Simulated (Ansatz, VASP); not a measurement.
# Ge (amorphous Ge): VASP beside Ansatz, part 2 of 2

Aim: how closely do two programs agree when they are given the same cell, functional and k mesh? Of the first pair: The structure shown is the start of the Ansatz relaxation below; VASP solves that cell, so the two are compared at the walk's first step.

VASP 6.6.1 and Ansatz 0.2.0.

So far. Step 3 (VASP: single point, PBE, start cell, pair 1): The run ends at a pressure of 6.97 GPa, with forces up to 0.56 eV/Å.

### 6. VASP: single point, PBE, relaxed atoms in a fixed cell, pair 2

Level of this step: PBE; plane waves and PAW (Ge_d) (VASP).

The same cell, functional, mesh and smearing now go to VASP, with its own data sets.

The input, INCAR:

```
SYSTEM = Ge
PREC = Accurate
ENCUT = 500
EDIFF = 1E-06
NELM = 120
ISMEAR = 0
SIGMA = 0.05
LREAL = Auto
ALGO = Normal
GGA = PE
NBANDS = 496
LORBIT = 11
LWAVE = .FALSE.
LCHARG = .FALSE.
ISIF = 2
LASPH = .TRUE.
GGA_COMPAT = .FALSE.
EFERMI = MIDGAP
NCORE = 2
```

The input, POSCAR:

```
Ge
1.0
    9.7973800000      0.0041100000      0.1763600000
    0.0041100000     12.0214700000      0.0595900000
    0.1763600000      0.0595900000     11.3797900000
Ge
61
Direct
    0.9953500000      0.1072700000      0.0124100000
    0.0483900000      0.4220600000      0.7261300000
    0.0702700000      0.0203800000      0.8248700000
    0.7202900000      0.9152000000      0.7605300000
    0.9823500000      0.9670500000      0.4001800000
    0.8138300000      0.3818200000      0.7833300000
    0.6703800000      0.1420000000      0.5295100000
    0.4785100000      0.7739500000      0.3496500000
    0.2121600000      0.5797700000      0.1901900000
    0.0107900000      0.4517800000      0.5162900000
    0.5478700000      0.5214100000      0.5926100000
    0.3407200000      0.3676600000      0.3336600000
    0.7752000000      0.5785900000      0.7105900000
    0.4572700000      0.3431400000      0.6611600000
    0.8269300000      0.7000300000      0.4319400000
    0.4979400000      0.9755600000      0.1166700000
    0.2370400000      0.2989900000      0.7540200000
    0.4468700000      0.4967600000      0.1705700000
    0.0196600000      0.8019500000      0.5321700000
    0.4422600000      0.0847100000      0.9436700000
    0.6136000000      0.9480900000      0.5777000000
    0.4979400000      0.4231900000      0.9736900000
    0.5983200000      0.2154700000      0.3094900000
    0.3772500000      0.9261800000      0.6408200000
    0.0775600000      0.5572800000      0.8778200000
    0.5082000000      0.5711500000      0.8105000000
    0.2079400000      0.0356500000      0.3400100000
    0.5543600000      0.7882400000      0.0402700000
    0.1006400000      0.1523500000      0.6619600000
    0.1685700000      0.7715500000      0.1228900000
    0.4284800000      0.2408600000      0.4823900000
    0.3010000000      0.9570200000      0.8445400000
    0.8378200000      0.4765500000      0.1375800000
    0.7605200000      0.1673800000      0.0457700000
    0.9257000000      0.9815600000      0.1824400000
    0.1868600000      0.2251100000      0.2644500000
    0.2771000000      0.6570400000      0.7987100000
    0.6610200000      0.2403600000      0.7169100000
    0.6934300000      0.8691600000      0.3916400000
    0.2516700000      0.7542700000      0.6075900000
    0.7659300000      0.5044700000      0.4708800000
    0.9266600000      0.8032800000      0.0793800000
    0.6698500000      0.0914300000      0.8649000000
    0.8437400000      0.6611100000      0.2198500000
    0.1391200000      0.2620300000      0.0629800000
    0.9931300000      0.2855900000      0.3897600000
    0.2849600000      0.0807400000      0.5310600000
    0.3242200000      0.7847500000      0.9536900000
    0.7807500000      0.3591600000      0.3108600000
    0.0739500000      0.4575800000      0.0691800000
    0.9218800000      0.7189800000      0.8827000000
    0.9579000000      0.8656200000      0.7308400000
    0.6647100000      0.7366300000      0.8576300000
    0.7342500000      0.3659100000      0.9866000000
    0.9186700000      0.1351400000      0.5173200000
    0.3403500000      0.2673800000      0.9437900000
    0.6856100000      0.0344400000      0.2342400000
    0.2004000000      0.5295400000      0.3973400000
    0.5913300000      0.6584500000      0.2009000000
    0.3840200000      0.6349400000      0.4808600000
    0.3204500000      0.8872200000      0.2400100000
```

The input, KPOINTS:

```
Automatic mesh
0
Gamma
1 1 1
0 0 0
```

The projector-augmented-wave data sets are Ge_d (PBE family, release 64).

Launch:

```bash
$ mpirun -np 8 vasp_gam
```

What it wrote:

```text
[... set-up lines as in an earlier step ...]
 entering main loop
       N       E                     dE             d eps       ncg     rms          rms(c)
DAV:   1     0.178014407201E+05    0.17801E+05   -0.33484E+05  1008   0.544E+03
DAV:   2     0.426313059799E+04   -0.13538E+05   -0.13003E+05   992   0.123E+03
DAV:   3     0.632881791433E+03   -0.36302E+04   -0.34976E+04   992   0.333E+02
DAV:   4    -0.173775799233E+03   -0.80666E+03   -0.73989E+03  1088   0.144E+02
[...]
DAV:  17    -0.264495369026E+03   -0.62346E-05   -0.59432E-05  1168   0.406E-02    0.243E-03
DAV:  18    -0.264495371187E+03   -0.21610E-05   -0.20724E-05   904   0.212E-02    0.172E-03
DAV:  19    -0.264495371560E+03   -0.37331E-06   -0.46002E-06   824   0.151E-02
   1 F= -.26449537E+03 E0= -.26449537E+03  d E =-.235495E-20
```

OUTCAR, selected parts (step 6):

```text
  Total       39.0119297     54.2816784     49.4724935     -1.7896178      3.9920856      1.6389503
  in kB       46.6486113     64.9074511     59.1568564     -2.1399400      4.7735462      1.9597788
  external PRESSURE =      56.9043063 kB  Pullay stress =       0.0000000 kB

 POSITION                                       TOTAL-FORCE (eV/Angst)
 -----------------------------------------------------------------------------------
      9.75445      1.29437      0.32316         0.001292      0.003887     -0.005235
      0.60389      5.11725      8.29689        -0.006927     -0.006674     -0.002839
      0.83402      0.29444      9.40045        -0.005485     -0.006662      0.017606
      7.19484     11.05033      8.83624         0.010020      0.011552     -0.030540
      9.69901     11.65325      4.78484         0.012429     -0.010453      0.021568
      8.11312      4.64006      9.08041        -0.011788     -0.020914      0.010724
      6.66194      1.74136      6.15240         0.036177      0.004359      0.015043
      4.75299      9.32682      4.10945         0.012248     -0.007096     -0.003923
      2.11454      6.98189      2.23629         0.002321      0.019956     -0.020252
      0.19862      5.46187      5.90410        -0.015799      0.001494     -0.008218
      5.47435      6.30568      6.87147         0.022920     -0.035711     -0.035744
      3.39852      4.44110      3.87898        -0.010060     -0.005932      0.005735
      7.72263      7.00103      8.25756         0.033173      0.030788     -0.048098
      4.59806      4.16633      7.62495         0.006955      0.024662      0.009980
[...]
-----------------------------------------------------------------------------------
    total drift:                                0.001449     -0.000368     -0.006272

  FREE ENERGIE OF THE ION-ELECTRON SYSTEM (eV)
  ---------------------------------------------------
  free  energy   TOTEN  =      -264.4953715602 eV

  energy  without entropy=     -264.4953715602  energy(sigma->0) =     -264.49537156

[... 1 part as in an earlier step ...]

[... 2 further parts left out ...]
[key lines of the parts left out:]
E-fermi :   5.1433
```

The run ends at a pressure of 5.69 GPa, with forces up to 0.066 eV/Å.

### 7. Comparison

What differs besides the data sets and the points named for the pairs above, as far as they apply: the cutoff is 420 eV in Ansatz and 500 eV in VASP (PREC = Accurate, projectors in real space). Total energies have different zeros and are not compared.

Both answers:

```
              quantity  Ansatz   VASP  difference
        pressure (GPa)    5.83   5.69       +0.14
gap on the k mesh (eV)   0.669  0.668      +0.001
```

The largest component of a force difference here is 8 meV/Å. A gap on the mesh is an upper bound, since the band edges may lie between its points.

### 8. What came out

| Item | Value |
| --- | --- |
| r.m.s. force difference (single point, PBE, start cell, pair 1) | 3.2 meV/Å |
| difference in gap on the k mesh (single point, PBE, relaxed atoms in a fixed cell, pair 2) | 0.0012 eV |

In words: The r.m.s. force difference is 3.2 meV/Å (single point, PBE, start cell, pair 1), within the 12 meV/Å picked in this series as the mark of a large difference. Such differences can come from data sets, numerical settings and the points named under the comparisons, not from the functional's error against experiment.

[Lines on the potential files, build, host, timing and source positions are cut from VASP's logs without a mark.]

[Logs are printed without paths, hosts, clocks, repeated set-up lines and the standing remarks that a program may print on its own settings, such as how far it seeks lower states.]

[Hosts, paths, dates, database ids (printed as entryN), source tags and the programs' standing remarks are cut or masked in the printed files.]
